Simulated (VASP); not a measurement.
Input:

```xyz
5
Lattice="6.1218 0.0000 0.0000 0.0000 6.1218 0.0000 0.0000 0.0000 6.1218" Properties=species:S:1:pos:R:3 pbc="T T T"
Cs     0.0000     0.0000     0.0000
Pb     3.0609     3.0609     3.0609
Br     3.0609     0.0000     3.0609
Br     0.0000     3.0609     3.0609
Br     3.0609     3.0609     0.0000
```

Calculation: revPBE GGA, VASP's PBE PAW potentials (set 64) (plane waves; VASP). Settings: 520 eV cut-off, 4×4×4 Γ-centred mesh, tetrahedra with Blöchl corrections, potentials Cs_sv Pb_d Br.

The cores are frozen, which limits the accuracy of field gradients.

**Question.** Give the principal components of the electric field gradient (V/Å²) and the asymmetry η at each nucleus.

**Answer.** 
```tsv
atom	Vxx	Vyy	Vzz	η
Cs1	0.0	0.0	0.0	-
Pb2	0.0	0.0	0.0	-
Br3	-105.6	-105.6	211.3	0.00
Br4	-105.6	-105.6	211.3	0.00
Br5	-105.6	-105.6	211.3	0.00
```

The compound is CsPbBr3 in the cubic perovskite structure, the ideal cubic form; the compound distorts at low or room temperature. It was relaxed first, which changed the volume by +13 %.
